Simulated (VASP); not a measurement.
Consider the following.

```
CELL_PARAMETERS angstrom
      1.57694    -2.73134     0.00000
      1.57694     2.73134     0.00000
      0.00000     0.00000    12.10964
ATOMIC_POSITIONS crystal
  W  0.33333 0.66667 0.25000
  W  0.66667 0.33333 0.75000
  S  0.33333 0.66667 0.88004
  S  0.66667 0.33333 0.38004
  S  0.66667 0.33333 0.11996
  S  0.33333 0.66667 0.61996
```

All values below come from PBE GGA with D3 dispersion (Becke-Johnson damping), VASP's PBE PAW potentials (set 64) (plane waves; VASP). Numerical set-up: 520 eV cut-off, 9×9×2 Γ-centred mesh, tetrahedra with Blöchl corrections, potentials W_sv S.

The cores are frozen, which limits the accuracy of field gradients.

**Question.** Give the principal components of the electric field gradient (V/Å²) and the asymmetry η at each nucleus.

**Answer.** 
```
atom   Vxx   Vyy     Vzz     η
----  ----  ----  ------  ----
W1    76.1  76.1  -152.2  0.00
W2    76.1  76.1  -152.2  0.00
S3    21.0  21.0   -42.1  0.00
S4    21.0  21.0   -42.1  0.00
S5    21.0  21.0   -42.1  0.00
S6    21.0  21.0   -42.1  0.00
```

The compound is WS2 in the 2H layered structure. It was relaxed first.
